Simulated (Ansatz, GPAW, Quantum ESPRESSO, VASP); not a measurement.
Code comparison for BeSe (F-43m, 2 atoms in the cell)

Self-consistent single point.

```
BeSe
1.0
    0.00000     2.57000     2.57000
    2.57000     0.00000     2.57000
    2.57000     2.57000     0.00000
Be Se
1 1
Direct
  0.00000   0.00000   0.00000
  0.25000   0.25000   0.25000
```

All programs got the same cell, k-point mesh and kind of occupations (in Ansatz's words: kpoints.mp_grid.grid = 9 9 9; scf.occupations.method = fermi_dirac; scf.occupations.width = 0.05 eV); potentials, basis and cutoffs are each program's usual ones.

| code | model | pressure (GPa) | gap on the mesh (eV) | cutoff |
|---|---|---|---|---|
| VASP | PBE, VASP's PBE PAW potentials (set 64) | – | 2.695 | 300 eV |
| Quantum ESPRESSO | PBE, PSlibrary PAW (PBE) pseudopotentials | 1.72 | 2.695 | 40 Ry |
| Ansatz | PBE, default PAW files | 1.71 | 2.707 | default |
| GPAW | PBE, GPAW PAW datasets PBE (gpaw-data 1.0.1) | 2.21 | 2.699 | 850 eV |

A dash marks a value that a program does not give, or that is left out as unsure.

Gaps are read on the mesh. Another mesh or the band path gives a smaller gap, so these values are not converged in the mesh.

The spread over the programs that give each value: pressure within 0.50 GPa; gap on the mesh within 0.012 eV.

The starting cell has typed, rounded lattice constants, without a prior relaxation at this level. On Ansatz's run: Another mesh or the band path of this cell gives a smaller gap, so this value is not converged in the mesh.

**Question.** Why do the programs differ, and what cannot be compared?

**Answer.** Differences of this kind can come from the potentials, where these differ, and from what each basis and cutoff leave unconverged. The valence holds different numbers of electrons (VASP 8, Quantum ESPRESSO 8, Ansatz (an electronic-structure program) 18, GPAW 8). The zero of total energies and Fermi levels follows the potentials and each program's conventions, so they are not compared here. Ansatz's pressure is given at a fixed set of plane waves, as the other plane-wave codes print theirs.

VASP's run is marked for a possible Pulay error in its stress at this cutoff; no cutoff test was made.

Left out of this page: ABINIT, CP2K and Elk (not drawn, or without a comparable value); FLEUR (with a known weakness of the program); SIESTA (unsound by tests on forces, stress, charge or solver warnings).

Keys are those of Ansatz 0.2.
